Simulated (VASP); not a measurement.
Output of a VASP run:

OSZICAR:
```
       N       E                     dE             d eps       ncg     rms          rms(c)
DAV:   1     0.343618326781E+02    0.34362E+02   -0.51244E+03  2912   0.729E+02
DAV:   2    -0.136206957193E+02   -0.47983E+02   -0.44191E+02  3084   0.156E+02
DAV:   3    -0.147242042818E+02   -0.11035E+01   -0.10934E+01  3412   0.230E+01
DAV:   4    -0.147314633210E+02   -0.72590E-02   -0.72566E-02  3060   0.218E+00
DAV:   5    -0.147315556156E+02   -0.92295E-04   -0.92291E-04  3436   0.256E-01    0.941E+00
DAV:   6    -0.134805076157E+02    0.12510E+01   -0.67448E+00  3048   0.290E+01    0.404E+00
DAV:   7    -0.133961396373E+02    0.84368E-01   -0.30105E-01  2860   0.618E+00    0.184E+00
DAV:   8    -0.133609751015E+02    0.35165E-01   -0.28217E-02  3164   0.121E+00    0.430E-01
DAV:   9    -0.133592423873E+02    0.17327E-02   -0.35801E-03  3224   0.691E-01    0.206E-01
DAV:  10    -0.133592883234E+02   -0.45936E-04   -0.24863E-04  3084   0.127E-01    0.394E-02
DAV:  11    -0.133592831506E+02    0.51728E-05   -0.13987E-05  3220   0.279E-02    0.122E-02
DAV:  12    -0.133592836303E+02   -0.47969E-06   -0.19113E-06  2136   0.103E-02
   1 F= -.13359284E+02 E0= -.13346247E+02  d E =-.260739E-01
```

### OUTCAR
```
------------------------ aborting loop because EDIFF is reached ----------------------------------------
  FORCE on cell =-STRESS in cart. coord.  units (eV):
  Direction    XX          YY          ZZ          XY          YZ          ZX
  --------------------------------------------------------------------------------------
  Total        0.6395419      0.5576964      0.1926025     -0.3512002     -0.8025774      0.3573337
  in kB       18.9751760     16.5468252      5.7145058    -10.4200938    -23.8124304     10.6020734
  external PRESSURE =      13.7455023 kB  Pullay stress =       0.0000000 kB
  volume of cell :       54.00
      direct lattice vectors                 reciprocal lattice vectors
     0.000000000  3.000000000  3.000000000    -0.166666667  0.166666667  0.166666667
     3.000000000  0.000000000  3.000000000     0.166666667 -0.166666667  0.166666667
     3.000000000  3.000000000  0.000000000     0.166666667  0.166666667 -0.166666667
 POSITION                                       TOTAL-FORCE (eV/Angst)
 -----------------------------------------------------------------------------------
      1.55137      1.46806      1.57735        -0.508062      0.413108     -0.871682
      4.44471      4.52079      4.52926         0.409033     -0.006705     -0.478958
      3.00392      3.01116      5.89340         0.099029     -0.406403      1.350640
 -----------------------------------------------------------------------------------
    total drift:                                0.000019     -0.000041      0.000835
  FREE ENERGIE OF THE ION-ELECTRON SYSTEM (eV)
  ---------------------------------------------------
  free  energy   TOTEN  =       -13.3592836303 eV

  energy  without entropy=      -13.3332097473  energy(sigma->0) =      -13.34624669
```
(Selected blocks of OUTCAR.)

### POSCAR
```
AuAl2
1
    0.0000000000     3.0000000000     3.0000000000
    3.0000000000     0.0000000000     3.0000000000
    3.0000000000     3.0000000000     0.0000000000
Al Au
2 1
Direct
  0.2490060000   0.2767770000   0.2403460000
  0.7675560000   0.7421960000   0.7393750000
 -0.0165610000  -0.0189730000   0.0202800000
```

Reconstruct the remaining input files.

This is not unique; one that fits is the input of the run itself, PBEsol GGA, plane waves, VASP's PBE PAW potentials (set 64).

INCAR:
```
SYSTEM = AuAl2
PREC = Accurate
ENCUT = 300
EDIFF = 1E-6
NELM = 100
ALGO = Normal
LREAL = .FALSE.
LASPH = .TRUE.
ISMEAR = -1
SIGMA = 0.1
GGA = PS
LMAXMIX = 6
LWAVE = .FALSE.
LCHARG = .FALSE.
ISIF = 2
```

**KPOINTS**
```
K-points
0
Gamma
  6 6 6
0 0 0
```

POTCAR, in this order: Al Au (PBE.64 set). Program: vasp_std.

At this cut-off the stress carries a Pulay error, which pulls relaxed volumes low.

The structure is a typed AuAl2 crystal. The cell was not relaxed at this level, atoms are displaced from their ideal sites. The k-mesh is coarse (spacing up to 0.30 per Å, 2π included), so the numbers may not be converged in it. The electron count is odd and the run is not spin-polarised, which forces a metal.
